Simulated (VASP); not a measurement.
Input:

```xyz
1
Lattice="-2.0967 2.0967 2.0967 2.0967 -2.0967 2.0967 2.0967 2.0967 -2.0967" Properties=species:S:1:pos:R:3 pbc="T T T"
Na     0.0000     0.0000     0.0000
```

The numbers are results of optB88-vdW, VASP's PBE PAW potentials (set 64) (plane waves; VASP), not measurements. Run with 520 eV cut-off, 12×12×12 Γ-centred mesh, first-order Methfessel-Paxton smearing of 0.10 eV, potentials Na_pv.

Problem. Predict the energy per atom (σ→0), band gap (on the k-mesh) with the smallest direct gap where there is one.

Solution. 
The band gap (on the k-mesh) is none (metal, semimetal or under 0.01 eV) and the energy per atom (σ→0) is 0.923 eV/atom.

Only differences to runs with the same potentials and settings are physical.

The compound is Na in the bcc structure. This cell is one point of a volume scan, at 1.03 of the reference volume.
